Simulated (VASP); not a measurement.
Hf4Si4Pt, 9 atoms in the cell. It takes space group C2/m (No. 12, monoclinic). Conventional cell: a = 9.647 Å, b = 3.731 Å, c = 8.610 Å, α = 90.00°, β = 109.91°, γ = 90.00°. Around Hf (site symmetry m) lie 7 Si at 2.64 to 2.87 Å. Hf (site symmetry m) has 6 Si at 2.69 to 2.79 Å and 2 Pt at 3.01 Å as nearest neighbours. Pt (site symmetry 2/m) has 4 Si at 2.37 Å as nearest neighbours. Si (site symmetry m) is surrounded by 2 Si at 2.40 to 2.42 Å and 5 Hf at 2.64 to 2.72 Å. Si (site symmetry m) is surrounded by 2 Pt at 2.37 Å and 1 Si at 2.40 Å. The cell was built by a generator and needn't be a form met in nature.

* Program: VASP 6.6.1
* Task: single point
* Functional: r2SCAN
* Potentials or basis: VASP PAW PBE potentials, release 64 (Hf_pv, Pt, Si)
* Cutoff: 520 eV
* k mesh: 5 × 5 × 5
* Occupations: fermi-dirac, width 0.1 eV
* Spin: no spin polarisation
* Dipole correction: no
* Further INCAR settings: ALGO = Normal; EDIFF = 1e-07; NBANDS = 43

Potentials or basis: VASP PAW PBE potentials, release 64 (Hf_pv, Pt, Si).

Launch:

```console
$ cat potpaw_PBE.64/Hf_pv/POTCAR potpaw_PBE.64/Pt/POTCAR potpaw_PBE.64/Si/POTCAR > POTCAR
$ cp INCAR.step1 INCAR
$ mpirun -np 1 vasp_std > vasp.out
$ cp INCAR.step2 INCAR
$ mpirun -np 1 vasp_std > vasp.out
```

Hardware: 1 thread of AMD EPYC 9R45 (Zen 5), with other jobs on the host.

Problem. Estimate the wall time of this run.

Solution. Wall time 12 min on 1 thread of AMD EPYC 9R45 (Zen 5), on a shared host, peak memory 0.38 GiB. Counts: scf iterations 13, k points 39.
